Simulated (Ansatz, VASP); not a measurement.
# GaGe3: VASP beside Ansatz

File INCAR:

```
SYSTEM = GaGe3
  ALGO = Normal
  EDIFF = 1E-7
  ENCUT = 520
  GGA = PE
  ISIF = 2
  ISMEAR = -1
  LASPH = .TRUE.
  LCHARG = .TRUE.
  LELF = .TRUE.
  LREAL = .FALSE.
  LVHAR = .TRUE.
  LWAVE = .FALSE.
  NBANDS = 36
  NELM = 60
  PREC = Accurate
  SIGMA = 0.05
```

The input KPOINTS:

```
k-points
0
G
  6 6 6
  0 0 0
```

POSCAR

```
GaGe3
1.0
    4.3068010377      0.0000000000      0.0000000000
    0.0000000000      4.3068010377      0.0000000000
    0.0000000000      0.0000000000      4.3068010377
Ge Ga
3 1
Direct
    0.5000000000      0.5000000000      0.0000000000
    0.5000000000      0.0000000000      0.5000000000
    0.0000000000      0.5000000000      0.5000000000
    0.0000000000      0.0000000000      0.0000000000
```

File input.yaml:

```yaml
crystal:
  lattice:
    - [4.3068010377, 0.0, 0.0]
    - [0.0, 4.3068010377, 0.0]
    - [0.0, 0.0, 4.3068010377]
  atoms:
    - { symbol: Ge, position: [0.5, 0.5, 0.0] }
    - { symbol: Ge, position: [0.5, 0.0, 0.5] }
    - { symbol: Ge, position: [0.0, 0.5, 0.5] }
    - { symbol: Ga, position: [0.0, 0.0, 0.0] }
hamiltonian:
  xc: pbe
  pseudopotentials: { kind: paw }
kpoints:
  mp_grid: { grid: [6, 6, 6] }
scf:
  occupations: { method: fermi_dirac, width: 0.05 }
output:
  forces: true
  stress: true
  eigenvalues: true
```

The cell comes from a database or a generator and needn't be the stable form of this composition.

Alike in both runs: task single point; functional PBE; k mesh 6 × 6 × 6; occupations fermi-dirac, width 0.05 eV; no spin polarisation.

|  | VASP | Ansatz |
| --- | --- | --- |
| version | VASP 6.6.1 | Ansatz 0.2.0 |
| potentials or method | VASP PAW PBE potentials, release 64 (Ge_d, Ga_d) | Ansatz PAW |
| plane-wave cutoff (eV) | 520 | 420 |
| valence electrons in the cell | 55 | 55 |

|  | VASP | Ansatz | Ansatz less VASP |
| --- | --- | --- | --- |
| gap on the k mesh at the Fermi level (eV) | none | none | - |
| pressure (GPa) | -1.1 | -1.1 | -0.03 |

A gap of «none» marks a metal or a gap that the smearing closes.
